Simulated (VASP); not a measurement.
Set up this calculation in VASP 6.6.1, as the native input.

* Task: single point
* Functional: LDA
* Potentials or basis: VASP PAW LDA potentials, release 64 (Cd, Au)
* Cutoff: 520 eV
* k mesh: 16 × 16 × 16
* Occupations: gaussian, width 0.15 eV
* Spin: no spin polarisation
* Dipole correction: no
* Further INCAR settings: ALGO = Normal; EDIFF = 1e-06; NBANDS = 18

The structure of CdAu lies in POSCAR:

```
CdAu
1.0
    3.3400000000      0.0000000000      0.0000000000
    0.0000000000      3.3400000000      0.0000000000
    0.0000000000      0.0000000000      3.3400000000
Cd Au
1 1
Direct
    0.5000000000      0.5000000000      0.5000000000
    0.0000000000      0.0000000000      0.0000000000
```

These files were run (other wordings do the same):

INCAR

```
SYSTEM = CdAu
ALGO = Normal
EDIFF = 1E-6
ENCUT = 520
GGA = CA
ISIF = 2
ISMEAR = 0
LASPH = .TRUE.
LCHARG = .FALSE.
LREAL = .FALSE.
LWAVE = .FALSE.
NBANDS = 18
NELM = 100
PREC = Accurate
SIGMA = 0.15
```

KPOINTS

```
k-points
0
G
  16 16 16
  0 0 0
```

Potentials or basis: VASP PAW LDA potentials, release 64 (Cd, Au).

Launch:

```console
$ cat potpaw_LDA.64/Cd/POTCAR potpaw_LDA.64/Au/POTCAR > POTCAR
$ mpirun -np 1 vasp_std > vasp.out
```

It gave:

```
Pressure               : -5.4 GPa
Band gap on the k mesh : none (metal or under the smearing width)
```

Run time: 81 s on 1 thread of Intel(R) Xeon(R) Platinum 8559C (Emerald Rapids), on a shared host, peak memory 0.22 GiB.
